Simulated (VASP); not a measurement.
# Ga2GeSe2 in VASP: a series of runs, part 2 of 2

VASP 6.6.1. Earlier steps stand in the parts before.

### Step 4. Relaxation of cell and atoms, PBE

This run uses another cell than the first one, of 21.60 Å³/atom, 0.845 times its volume.

File INCAR:

```
PREC     = Normal         # precision mode
ENCUT    = 520            # plane-wave cutoff, eV
EDIFF    = 1E-4           # SCF threshold, eV
ISMEAR   = 0              # smearing method
SIGMA    = 0.15           # smearing width, eV
LREAL    = False          # projectors in reciprocal space
LASPH    = True           # aspherical terms in the spheres
NELM     = 60             # most SCF steps
ALGO     = Fast           # electronic algorithm
ISIF     = 3              # what is computed and relaxed
LWAVE    = False          # write WAVECAR
LCHARG   = False          # write CHGCAR
GGA      = PE             # functional
IBRION   = 2              # ionic algorithm
NSW      = 24             # ionic steps
EDIFFG   = -0.08          # ionic threshold
```

File KPOINTS:

```
Automatic mesh
0
Gamma
  4 4 4
```

File POSCAR:

```
Ga2GeSe2
1.0
    1.9500000000      1.1258330200      8.2000000000
   -1.9500000000      1.1258330200      8.2000000000
    0.0000000000     -2.2516660500      8.2000000000
Ga Ge Se
2 1 2
Direct
    0.3940000000      0.3940000000      0.3940000000
    0.6060000000      0.6060000000      0.6060000000
    0.0000000000      0.0000000000      0.0000000000
    0.7770000000      0.7770000000      0.7770000000
    0.2230000000      0.2230000000      0.2230000000
```

Potentials or basis: VASP PAW PBE potentials, release 64 (Ga_d, Ge_d, Se).

Launch:

```console
$ cat potpaw_PBE.64/Ga_d/POTCAR potpaw_PBE.64/Ge_d/POTCAR potpaw_PBE.64/Se/POTCAR > POTCAR
$ mpirun -np 1 vasp_std > vasp.out
```

OUTCAR:

```text
PREC = Normal
   ENCUT = 520
   EDIFF = 1E-4
   ISMEAR = 0
   LREAL = False
   LASPH = True
   NELM = 60
   ISIF = 3
   GGA = PE
   IBRION = 2
   NSW = 24
   EDIFFG = -0.08

 ion  position               nearest neighbor table
   1  0.394  0.394  0.394-   4 2.56   4 2.56   4 2.56   3 2.70   3 2.70   3 2.70
   2  0.606  0.606  0.606-   5 2.56   5 2.56   5 2.56   3 2.70   3 2.70   3 2.70
   3  0.000  0.000  0.000-   2 2.70   1 2.70   2 2.70   2 2.70   1 2.70   1 2.70
   4  0.777  0.777  0.777-   1 2.56   1 2.56   1 2.56
   5  0.223  0.223  0.223-   2 2.56   2 2.56   2 2.56

  LATTYP: Found a trigonal (rhomboedric) cell.
 ALAT       =     8.5035286787
 COS(alpha) =     0.8948278249

  Lattice vectors:

 A1 = (   1.9500000000,   1.1258330200,   8.2000000000)
 A2 = (  -1.9500000000,   1.1258330200,   8.2000000000)
 A3 = (   0.0000000000,  -2.2516660500,   8.2000000000)

Analysis of symmetry for initial positions (statically):
=====================================================================
 Subroutine PRICEL returns:
 Original cell was already a primitive cell.

 Routine SETGRP: Setting up the symmetry group for a
 trigonal (rhombohedral) supercell.

 Subroutine GETGRP returns: Found 12 space group operations
 (whereof 12 operations were pure point group operations)
 out of a pool of 12 trial point group operations.

The static configuration has the point symmetry D_3d.

Analysis of symmetry for dynamics (positions and initial velocities):
=====================================================================
 Subroutine PRICEL returns:
 Original cell was already a primitive cell.
[... 158 lines left out ...]
 cond. band min:       4.6615276821   @ k =   0.5000   0.5000  -0.0000
 fundamental gap:      0.0452906541
 Fermi energy:         4.6539753156

 k-point     1 :       0.0000    0.0000    0.0000
  band No.  band energies     occupation
      1     -20.4691      2.00000
      2     -20.4691      2.00000
      3     -20.4535      2.00000
      4     -20.4505      2.00000
      5     -20.4505      2.00000
      6     -10.4482      2.00000
[... 541 lines left out ...]
  FREE ENERGIE OF THE ION-ELECTRON SYSTEM (eV)
  ---------------------------------------------------
  free  energy   TOTEN  =       -18.0417534309 eV

  energy  without entropy=      -18.0074848874  energy(sigma->0) =      -18.02461916

[... ionic steps 4 to 7 ...]

--------------------------------------- Ionic step        8  -------------------------------------------

 number of electron      51.9999884 magnetization

------------------------ aborting loop because EDIFF is reached ----------------------------------------
[... 73 lines left out ...]
--------------------------------------- Ionic step       10  -------------------------------------------

 number of electron      52.0000039 magnetization

 Free energy of the ion-electron system (eV)
  ---------------------------------------------------
  ext. energy  EPLUGINS =         0.00000000
  ---------------------------------------------------
  free energy    TOTEN  =       -18.28328169 eV

  energy without entropy =      -18.24787379  energy(sigma->0) =      -18.26557774

 E-fermi :   3.9093     XC(G=0):  -9.7854

 val. band max:        3.8935056081   @ k =  -0.2500   0.2500   0.0000
 cond. band min:       3.9143216809   @ k =  -0.2500   0.2500   0.2500
 fundamental gap:      0.0208160728
 Fermi energy:         3.9092683830

 k-point     1 :       0.0000    0.0000    0.0000
  band No.  band energies     occupation
      1     -20.8542      2.00000
      2     -20.8542      2.00000
      3     -20.8298      2.00000
      4     -20.8298      2.00000
      5     -20.8215      2.00000
      6     -10.9642      2.00000
[... 463 lines left out ...]
  FREE ENERGIE OF THE ION-ELECTRON SYSTEM (eV)
  ---------------------------------------------------
  free  energy   TOTEN  =       -18.2832816943 eV

  energy  without entropy=      -18.2478737919  energy(sigma->0) =      -18.26557774

 reached required accuracy - stopping structural energy minimisation
```

OSZICAR:

```text
N       E                     dE             d eps       ncg     rms          rms(c)
DAV:   1     0.447148435851E+03    0.44715E+03   -0.25366E+04   898   0.313E+03
DAV:   2     0.608785314053E+02   -0.38627E+03   -0.37712E+03   813   0.740E+02
DAV:   3    -0.137395534192E+02   -0.74618E+02   -0.73702E+02   954   0.194E+02
[... 88 lines left out ...]
RMM:   2    -0.182913084292E+02    0.28411E-01   -0.68441E-02   994   0.280E+00    0.564E-01
RMM:   3    -0.182835506408E+02    0.77578E-02   -0.27842E-02   990   0.149E+00    0.112E-01
RMM:   4    -0.182832750858E+02    0.27555E-03   -0.45575E-03  1088   0.548E-01    0.675E-02
RMM:   5    -0.182832718165E+02    0.32693E-05   -0.10286E-03   931   0.258E-01    0.297E-02
RMM:   6    -0.182832816943E+02   -0.98778E-05   -0.29592E-04   549   0.159E-01
  10 F= -.18283282E+02 E0= -.18265578E+02  d E =-.330532E-01
```

CONTCAR:

```text
Ga2GeSe2
   1.00000000000000
     1.8775695060531659    1.0840152546634008    9.4232377482078320
    -1.8775695060531659    1.0840152546634008    9.4232377482078320
     0.0000000000000000   -2.1680305203350039    9.4232377484068106
  Ga              Ge              Se
     2     1     2
Direct
     0.4002350193209356    0.4002350193209356    0.4002350193208963
     0.5997649806790645    0.5997649806790645    0.5997649806791038
     0.0000000000000000    0.0000000000000000    0.0000000000000000
     0.7784511345375975    0.7784511345375975    0.7784511345375368
     0.2215488654624025    0.2215488654624025    0.2215488654624632

  0.00000000E+00  0.00000000E+00  0.00000000E+00
  0.00000000E+00  0.00000000E+00  0.00000000E+00
  0.00000000E+00  0.00000000E+00  0.00000000E+00
  0.00000000E+00  0.00000000E+00  0.00000000E+00
  0.00000000E+00  0.00000000E+00  0.00000000E+00
```

Wall time 5.4 min (1 thread of Intel Xeon Platinum 8488C (Sapphire Rapids), shared host); peak memory 0.36 GiB.

What came out:

```
Free energy                            : -18.2833 eV
Relaxed volume                         : 23.02 Å³/atom
Relaxed cell                           : a = 9.669 Å, b = 9.669 Å, c = 9.669 Å, α = 22.39°, β = 22.39°, γ = 22.39°
Space group after relaxing (to 0.05 Å) : R-3m (No. 166)
Energy gained by relaxing              : 94.4 meV/atom
Ionic steps                            : 10
Pressure after relaxing                : -0.4 GPa
Largest force after relaxing           : 0.056 eV/Å
Band gap on the k mesh                 : none (metal or under the smearing width)
```

Forces in eV/Å, atoms in the order of the input:
```
Ga   0.000  0.000 -0.056
Ga   0.000  0.000  0.056
Ge   0.000  0.000  0.000
Se   0.000  0.000  0.050
Se   0.000  0.000 -0.050
```

Step by step:
```csv
step,energy change (eV),largest force (eV/Å),pressure (GPa),volume (Å³)
1,0.0000,0.7077,2.76,108.01
2,-0.1953,0.6411,-1.44,113.87
3,-0.2305,0.6324,-1.88,116.21
4,-0.2378,0.6152,-3.74,120.94
5,-0.3545,0.4205,-3.27,120.34
6,-0.4100,0.3748,-2.83,119.82
7,-0.4338,0.2517,-1.23,118.58
8,-0.4390,0.2986,-1.92,119.10
9,-0.4693,0.0386,-0.71,116.07
10,-0.4721,0.0555,-0.42,115.08
```

Final structure:
```cif
data_structure
_symmetry_space_group_name_H-M 'P 1'
_symmetry_Int_Tables_number 1
_cell_length_a 9.6694
_cell_length_b 9.6694
_cell_length_c 9.6694
_cell_angle_alpha 22.393
_cell_angle_beta 22.393
_cell_angle_gamma 22.393
_cell_volume 115.08
loop_
_atom_site_label
_atom_site_type_symbol
_atom_site_fract_x
_atom_site_fract_y
_atom_site_fract_z
_atom_site_occupancy
Ga1 Ga 0.40024 0.40024 0.40024 1
Ga2 Ga 0.59976 0.59976 0.59976 1
Ge1 Ge 0.00000 0.00000 0.00000 1
Se1 Se 0.77845 0.77845 0.77845 1
Se2 Se 0.22155 0.22155 0.22155 1
```

Caveat: the k mesh is coarse (spacing up to 0.47 Å⁻¹), so the values aren't converged; the relaxation stopped at a loose force limit of 0.08 eV/Å, so its end isn't a converged minimum.
